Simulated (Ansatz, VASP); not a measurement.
# SnIr3: VASP beside Ansatz

```xyz
4
Lattice="2.8249 0.0000 0.0000 0.0000 2.8249 0.0000 0.0000 0.0000 8.9415" Properties=species:S:1:pos:R:3 pbc="T T T"
Sn    0.0000    0.0000    0.0000
Ir    0.0000    1.4125    6.6046
Ir    1.4125    0.0000    2.3368
Ir    0.0000    0.0000    4.4707
```

Alike in both runs: functional PBE; k mesh 6 × 6 × 2; occupations gaussian, width 0.1 eV; no spin polarisation.

Ansatz relaxed the structure, and its values are those at the end. VASP's run is a single point on that final structure, the one shown.

```csv
,VASP,Ansatz
version,VASP 6.6.1,Ansatz 0.2.0
potentials or method,"VASP PAW PBE potentials, release 64 (Sn_d, Ir)","scalar-relativistic, plane waves, PAW"
plane-wave cutoff (eV),520,420
valence electrons in the cell,41,65
```

```csv
,VASP,Ansatz,Ansatz less VASP
gap on the k mesh at the Fermi level (eV),none,none,-
pressure (GPa),0.2,0.1,-0.13
rms of the force components (eV/Å),0.006,0.001,-0.0050
```

A gap of «none» marks a metal or a gap that the smearing closes. The two sets of potentials don't hold the same shells in valence.

Caveats: the k mesh is coarse (spacing up to 0.37 Å⁻¹), so the values aren't converged. The runs have no spin-orbit coupling, so splittings on Ir are missing.
